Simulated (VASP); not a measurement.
A run of VASP 6.6.1 is set up as follows.

Contents of INCAR:

```
SYSTEM = GaP
PREC = Accurate ; ENCUT = 300
EDIFF = 1E-6 ; ISMEAR = 0
SIGMA = 0.02 ; LREAL = .False.
LASPH = .True. ; NELM = 120
ALGO = Normal ; ISIF = 2
LWAVE = .False. ; LCHARG = .False.
GGA = PE ; KPAR = 2
```

The input KPOINTS:

```
regular mesh
0
Gamma
  10 10 10
  0 0 0
```

File POSCAR:

```
GaP                                     
1.0
   -0.0000000000      2.7250290627      2.7250290627
    2.7250290627     -0.0000000000      2.7250290627
    2.7250290627      2.7250290627      0.0000000000
  Ga              P             
     1     1
Direct
     1.0000000000000000    1.0000000000000000    1.0000000000000000
     0.7500000000000000    0.7500000000000000    0.7500000000000000
```

File KPOINTS_OPT:

```
path GXWKGLUWLK,UX
20
line-mode
reciprocal
 0.0000000000  0.0000000000  0.0000000000  G
 0.5000000000  0.0000000000  0.5000000000  X

 0.5000000000  0.0000000000  0.5000000000  X
 0.5000000000  0.2500000000  0.7500000000  W

 0.5000000000  0.2500000000  0.7500000000  W
 0.3750000000  0.3750000000  0.7500000000  K

 0.3750000000  0.3750000000  0.7500000000  K
 0.0000000000  0.0000000000  0.0000000000  G

 0.0000000000  0.0000000000  0.0000000000  G
 0.5000000000  0.5000000000  0.5000000000  L

 0.5000000000  0.5000000000  0.5000000000  L
 0.6250000000  0.2500000000  0.6250000000  U

 0.6250000000  0.2500000000  0.6250000000  U
 0.5000000000  0.2500000000  0.7500000000  W

 0.5000000000  0.2500000000  0.7500000000  W
 0.5000000000  0.5000000000  0.5000000000  L

 0.5000000000  0.5000000000  0.5000000000  L
 0.3750000000  0.3750000000  0.7500000000  K

 0.6250000000  0.2500000000  0.6250000000  U
 0.5000000000  0.0000000000  0.5000000000  X
```

Potentials or basis: VASP PAW PBE potentials, release 64 (Ga_d, P).

Run with:

```sh
$ cat potpaw_PBE.64/Ga_d/POTCAR potpaw_PBE.64/P/POTCAR > POTCAR
$ mpirun -np 2 vasp_std > vasp.out
```

(1) Estimate the band gap along the path.

(2) Predict the band gap on the k mesh.

## Answers

(1) 1.59 eV, indirect (least direct gap 1.83 eV).

(2) 1.61 eV, indirect (least direct gap 1.83 eV).

**What was measured.**

“Stacking defects in GaP nanowires: Electronic structure and optical properties”, 2018, arxiv:1810.01194 quotes, for a bulk crystal of GaP at 10 K: band gap 2.34 eV (indirect).

Measured gap of GaP: 2.34 eV (indirect; 10 K; quoted in “Stacking defects in GaP nanowires: Electronic structure and optical properties”, 2018, arxiv:1810.01194). This calculation gives 1.59 eV (-0.75 eV). Spin-orbit coupling on Ga is left out. The value is that of PBE, without temperature or zero-point motion. Semilocal functionals fall short of measured gaps as a rule. The cell is a database's relaxed one, not the measured one, which moves gaps too.
